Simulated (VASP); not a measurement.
Input of a VASP 6.6.1 run:

INCAR

```
PREC = Accurate
ENCUT = 520
EDIFF = 1E-6
ISMEAR = -1
SIGMA = 0.02
LREAL = Auto
LASPH = True
NELM = 100
ALGO = Fast
ISIF = 2
LWAVE = False
LCHARG = True
GGA = PE
IVDW = 12
LELF = True
LVHAR = True
NBANDS = 59
```

File KPOINTS:

```
regular mesh
0
Gamma
  1 1 1
```

Contents of POSCAR:

```
MgH16Cl2O8
1.0
    6.9561890000      0.0000000000      0.0000000000
    0.0000000000      6.9561890000      0.0000000000
    0.0000000000      0.0000000000      6.9561890000
O H Mg Cl
8 16 1 2
Direct
    0.2257414225      0.0833358611      1.0110564851
    0.6834489402      0.4781497455      0.1811049125
    0.3113917693      0.7386228293      0.2781695552
    0.8565034676      0.4399679192      0.6095004032
    0.8182785143      0.7184681152      0.9372804563
    0.0964608638      0.4368196436      0.2452061035
    0.5988623943     -0.1750096209      0.5033359502
   -0.0697077092      0.0316840155      0.4015129549
    0.1823987244      0.1501253057      0.8966978902
    0.3764992584      0.0887554953      1.0036386303
    0.7276829310      0.5729430296      0.0795838066
    0.7255409535      0.3500767446      0.1364396511
    0.2393695743      0.6194052519      0.3138931389
    0.2719017554      0.7659510114      0.1422043018
    0.8133189021      0.3199884304      0.6654937064
    0.9580533249      0.3976315192      0.5210467973
    0.7841650076      0.8547927608      0.9460352500
    0.8468717569      0.6841964760      0.8046072354
    0.0389437377      0.4702143659      0.1267073106
    0.1781722722      0.3173433039      0.2060754818
    0.7156504805     -0.0872604238      0.5019127571
    0.4895496658     -0.1244934547      0.4292724076
   -0.0979415597      0.0099479758      0.2604587081
    0.0646187158      0.0312814962      0.4014985792
    0.5877787392      0.5317998116      0.4682017697
    0.6837939567      0.1340676626     -0.0246111772
    0.3633023772      0.3265006169      0.5399364508
```

Potentials or basis: VASP PAW PBE potentials, release 64 (O, H, Mg, Cl).

Run with:

```sh
$ cat potpaw_PBE.64/O/POTCAR potpaw_PBE.64/H/POTCAR potpaw_PBE.64/Mg/POTCAR potpaw_PBE.64/Cl/POTCAR > POTCAR
$ mpirun -np 1 vasp_gam > vasp.out
```

Task: What does it give for the band gap on the k mesh?

Result: 3.98 eV, direct.

Task: Predict the largest force.

Result: 3.082 eV/Å.

Task: What does it give for the pressure?

Result: -0.6 GPa.

Task: Estimate the dispersion energy per atom.

Result: -0.046 eV.

Forces on the atoms (eV/Å):
```
O    2.213  0.001  0.501
O   -0.211  1.031  1.239
O   -0.188  0.379 -0.625
O   -0.480  0.374 -0.418
O    0.548 -0.618 -0.137
O    1.720 -2.512  0.482
O    1.085 -0.028  0.421
O   -2.534 -0.303 -1.510
H    0.135 -0.008 -0.243
H   -2.100  0.095 -0.086
H   -0.259 -0.121  0.367
H   -0.333 -0.207 -0.074
H   -0.167  0.222 -0.590
H    0.411 -0.101  1.245
H   -0.234 -0.561  0.771
H    0.073  0.348 -0.420
H   -0.239  0.626 -0.182
H   -0.016  0.049  0.102
H   -1.003  0.597 -1.250
H   -1.098  1.557  0.596
H   -0.975 -0.611 -0.271
H    0.183  0.092 -0.142
H   -0.025  0.439  1.236
H    2.347 -0.147  0.313
Mg   1.497  0.916 -1.514
Cl   0.131 -0.682 -0.450
Cl  -0.482 -0.826  0.640
```
